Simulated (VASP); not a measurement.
A cell of CuZn (CsCl type) near equilibrium:

```
CELL_PARAMETERS angstrom
      2.96056     0.00000     0.00000
      0.00000     2.96056     0.00000
      0.00000     0.00000     2.96056
ATOMIC_POSITIONS crystal
  Zn 0.50000 0.50000 0.50000
  Cu 0.00000 0.00000 0.00000
```

The numbers are results of PBE GGA, VASP's PBE PAW potentials (set 64) (plane waves; VASP 6.6.1), not measurements.

```json
[
 {"run": "as it is", "ΔE (meV/atom)": "0.0", "σxx": "0.95", "σyy": "0.95", "σzz": "0.95", "largest shear component, with its sign (GPa)": "0.00", "largest force (eV/Å)": "0.000"},
 {"run": "after one change", "ΔE (meV/atom)": "47.7", "σxx": "-9.36", "σyy": "-9.36", "σzz": "-9.36", "largest shear component, with its sign (GPa)": "0.00", "largest force (eV/Å)": "0.000"}
]
```
Stress is in GPa, positive when the cell is compressed.

Task: What was changed between the two runs?
A) atom 1 (Zn) moved by -0.050 Å along x
B) isotropic strain of +4.0 %
C) biaxial strain of -0.5 % in the yz plane
D) biaxial strain of -1.0 % in the yz plane

Result: B, isotropic strain of +4.0 %

The compound is CuZn in the CsCl type structure. The electron count is odd and the run is not spin-polarised, which forces a metal.
